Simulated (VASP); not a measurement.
# NbAl2N3: relaxation of cell and atoms with PBE

Crystal: NbAl2N3.

```xyz
6
Lattice="3.7580 0.0000 0.0000 -1.8790 3.2545 0.0000 0.0000 0.0000 7.5579" Properties=species:S:1:pos:R:3 pbc="T T T"
Al    0.0000    2.1697    0.8379
Al    1.8790    1.0848    6.7200
Nb    0.0000    0.0000    3.7789
N     0.0000    2.1697    5.3546
N     1.8790    1.0848    2.2033
N     0.0000    0.0000    0.0000
```

The cell was built by a generator and needn't be a form met in nature.

| Item | Value |
| --- | --- |
| Program | VASP 6.6.1 |
| Task | relaxation of cell and atoms |
| Functional | PBE |
| Potentials or basis | VASP PAW PBE potentials, release 64 (Al, Nb_sv, N) |
| Cutoff | 520 eV |
| k mesh | 4 × 4 × 2 |
| Occupations | gaussian, width 0.15 eV |
| Spin | no spin polarisation |
| Further INCAR settings | PREC = Normal; ALGO = Fast; EDIFF = 0.0001; IBRION = 2; EDIFFG = -0.08; NSW = 24; ISIF = 3 |

| Item | Value |
| --- | --- |
| Relaxed volume | 9.20 Å³/atom |
| Relaxed cell | a = 2.899 Å, b = 2.899 Å, c = 7.579 Å, α = 90.00°, β = 90.00°, γ = 120.00° |
| Space group after relaxing (to 0.05 Å) | P-3m1 (No. 164) |
| Energy gained by relaxing | 1863.0 meV/atom |
| Ionic steps | 12 |
| Pressure after relaxing | 1.1 GPa |
| Largest force after relaxing | 0.009 eV/Å |
| Band gap on the k mesh | 0.56 eV, indirect (least direct gap 0.66 eV) |

Forces on the atoms (eV/Å):
```
Al   0.000  0.000 -0.009
Al   0.000  0.000  0.009
Nb   0.000  0.000  0.000
N    0.000  0.000  0.008
N    0.000  0.000 -0.008
N    0.000  0.000  0.000
```

Stress tensor (GPa, compression positive):
```
1.12 0.00 0.00
0.00 1.12 0.00
0.00 0.00 0.97
```

Step by step:
```tsv
step	energy change (eV)	largest force (eV/Å)	pressure (GPa)	volume (Å³)
1	0.0000	2.1897	-36.68	92.43
2	-8.3587	7.7240	22.45	52.56
3	-8.4062	7.4950	13.15	54.11
4	-6.0097	9.0784	108.71	44.40
5	-10.2772	1.0637	34.69	50.09
6	-10.5059	2.2366	-20.18	61.01
7	-11.0937	1.1935	-0.88	55.61
8	-11.0940	1.1610	-0.43	55.50
9	-11.1674	0.4980	-2.13	55.87
10	-11.1763	0.0935	-1.70	55.79
11	-11.1764	0.0704	-1.75	55.78
12	-11.1781	0.0086	1.07	55.18
```

Final structure:
```
Al Nb N
1.0
     2.89930    0.00000    0.00000
    -1.44965    2.51087    0.00000
     0.00000    0.00000    7.57937
Al Nb N
2 1 3
Direct
  0.33333 0.66667 0.15494
  0.66667 0.33333 0.84506
  0.00000 0.00000 0.50000
  0.33333 0.66667 0.69635
  0.66667 0.33333 0.30365
  0.00000 0.00000 0.00000
```

Levels at points of the mesh, in eV from the valence-band top:
```
           k point  band 13  band 14  band 15  band 16  band 17  band 18  band 19  band 20  band 21
(0.00, 0.00, 0.00)    -2.20    -1.70    -1.41    -1.41    -0.94     0.63     0.63     3.41     3.41
(0.50, 0.00, 0.00)    -3.82    -3.71    -2.82    -2.59    -2.31     2.96     3.83     4.41     4.48
(0.00, 0.00, 0.50)    -1.83    -1.83    -1.78    -1.78    -0.14     0.67     0.67     3.45     3.45
(0.50, 0.00, 0.50)    -4.22    -3.67    -2.98    -2.92    -2.04     3.54     3.92     4.48     4.59
```

It took 55 s on 2 MPI ranks on Intel(R) Xeon(R) Platinum 8488C (Sapphire Rapids) (shared host), peak memory 0.16 GiB a rank.

Caveat: the k mesh is coarse (spacing up to 0.48 Å⁻¹), so the values aren't converged; the volume moved by over 15 % at a fixed basis, so the end points are rough. A k mesh can miss the band edges.
